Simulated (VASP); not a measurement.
VASP, PAW. Cohesive energy of LiF (rock salt) (static; atoms at Hund's-rule spin).

```json
[
 {"level": "PBEsol", "cohesive energy (eV/atom)": "4.48"}
]
```

Q: Estimate the cohesive energy from RPBE, PBE, LDA and from experiment.

A: 
The RPBE is 4.11 eV/atom and the PBE comes out as 4.33 eV/atom. The LDA is 4.94 eV/atom and the measured is 4.46 eV/atom at 0 K (as given by Daniel Mejia-Rodriguez et al., Physical Review B (2018), arXiv:1807.09216; static lattice: zero-point vibration energy added).

Only levels that ran to the end are used. Left out are those held back, those with too coarse a band path, GW runs whose mesh misses a band edge, hybrids' fits of cells that aren't cubic and levels without matching references; a question may draw on a part of the rest.
